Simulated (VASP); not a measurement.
Method: AM05 GGA, VASP's PBE PAW potentials (set 64) (plane waves; VASP).

The input files of a VASP run:

### INCAR
```
SYSTEM=SrCl2
PREC=Accurate; ENCUT=520; LREAL=.FALSE.
LASPH=.TRUE.
EDIFF=1E-7; NELM=100; ALGO=Normal
LMAXMIX=4
ISMEAR=-5
GGA=AM
ISIF=2
LWAVE=.FALSE.; LCHARG=.TRUE.; LORBIT=11
NEDOS=601
LEFG=.TRUE.
```

KPOINTS:
```
Automatic
0
gamma
 6 6 6
```

File POSCAR:
```
SrCl2
1
    0.0000000000     3.4900000000     3.4900000000
    3.4900000000     0.0000000000     3.4900000000
    3.4900000000     3.4900000000     0.0000000000
Sr Cl
1 2
Direct
  0.0000000000   0.0000000000   0.0000000000
  0.2500000000   0.2500000000   0.2500000000
  0.7500000000   0.7500000000   0.7500000000
```

POTCAR, in this order: Sr_sv Cl (PBE.64 set). Program: vasp_std.

What VASP printed:

File OSZICAR:
```
       N       E                     dE             d eps       ncg     rms          rms(c)
DAV:   1     0.145754870258E+03    0.14575E+03   -0.11780E+04   512   0.135E+03
DAV:   2    -0.401948376433E+01   -0.14977E+03   -0.14861E+03   664   0.247E+02
DAV:   3    -0.126555579455E+02   -0.86361E+01   -0.86286E+01   768   0.629E+01
DAV:   4    -0.129364523560E+02   -0.28089E+00   -0.28082E+00   856   0.885E+00
DAV:   5    -0.129382747963E+02   -0.18224E-02   -0.18224E-02   768   0.680E-01    0.141E+01
DAV:   6    -0.127051976541E+02    0.23308E+00   -0.64528E-01   672   0.464E+00    0.893E+00
DAV:   7    -0.127307701710E+02   -0.25573E-01   -0.39245E-01   792   0.411E+00    0.157E+00
DAV:   8    -0.127366920619E+02   -0.59219E-02   -0.56072E-02   640   0.139E+00    0.268E-01
DAV:   9    -0.127395562162E+02   -0.28642E-02   -0.25959E-03   664   0.330E-01    0.103E-01
DAV:  10    -0.127411102952E+02   -0.15541E-02   -0.14568E-03   600   0.229E-01    0.364E-02
DAV:  11    -0.127412213165E+02   -0.11102E-03   -0.13457E-04   752   0.625E-02    0.357E-02
DAV:  12    -0.127412355613E+02   -0.14245E-04   -0.19633E-05   624   0.249E-02    0.951E-03
DAV:  13    -0.127412391491E+02   -0.35878E-05   -0.73865E-06   680   0.156E-02    0.336E-03
DAV:  14    -0.127412393137E+02   -0.16460E-06   -0.58130E-07   616   0.524E-03    0.321E-03
DAV:  15    -0.127412393106E+02    0.30623E-08   -0.37654E-08   576   0.141E-03
   1 F= -.12741239E+02 E0= -.12741239E+02  d E =0.000000E+00
```

### OUTCAR
```
------------------------ aborting loop because EDIFF is reached ----------------------------------------
  FORCE on cell =-STRESS in cart. coord.  units (eV):
  Direction    XX          YY          ZZ          XY          YZ          ZX
  --------------------------------------------------------------------------------------
  Total       -0.0327213     -0.0327213     -0.0327213      0.0000000     -0.0000000      0.0000000
  in kB       -0.6166444     -0.6166444     -0.6166444      0.0000000     -0.0000000      0.0000000
  external PRESSURE =      -0.6166444 kB  Pullay stress =       0.0000000 kB
  volume of cell :       85.02
      direct lattice vectors                 reciprocal lattice vectors
     0.000000000  3.490000000  3.490000000    -0.143266476  0.143266476  0.143266476
     3.490000000  0.000000000  3.490000000     0.143266476 -0.143266476  0.143266476
     3.490000000  3.490000000  0.000000000     0.143266476  0.143266476 -0.143266476
 POSITION                                       TOTAL-FORCE (eV/Angst)
 -----------------------------------------------------------------------------------
      0.00000      0.00000      0.00000        -0.000000     -0.000000     -0.000000
      1.74500      1.74500      1.74500        -0.000000     -0.000000     -0.000000
      5.23500      5.23500      5.23500         0.000000      0.000000      0.000000
 -----------------------------------------------------------------------------------
    total drift:                               -0.000000     -0.000000      0.000000
  FREE ENERGIE OF THE ION-ELECTRON SYSTEM (eV)
  ---------------------------------------------------
  free  energy   TOTEN  =       -12.7412393106 eV

  energy  without entropy=      -12.7412393106  energy(sigma->0) =      -12.74123931

 total charge

# of ion       s       p       d       tot
------------------------------------------
    1        1.996   5.739   0.155   7.889
    2        1.579   3.562   0.000   5.141
    3        1.579   3.562   0.000   5.141
--------------------------------------------------
tot          5.154  12.863   0.155  18.172

 Electric field gradients after diagonalization (V/A^2)
 (convention: |V_zz| > |V_xx| > |V_yy|)
----------------------------------------------------------------------
 ion       V_xx      V_yy      V_zz     asymmetry (V_yy - V_xx)/ V_zz
----------------------------------------------------------------------
   1       0.000     0.000    -0.000       0.000
   2      -0.000    -0.000     0.000       0.000
   3      -0.000    -0.000     0.000       0.000
```
(Selected blocks of OUTCAR.)

The compound is SrCl2 in the fluorite structure. The cell was not relaxed at this level.
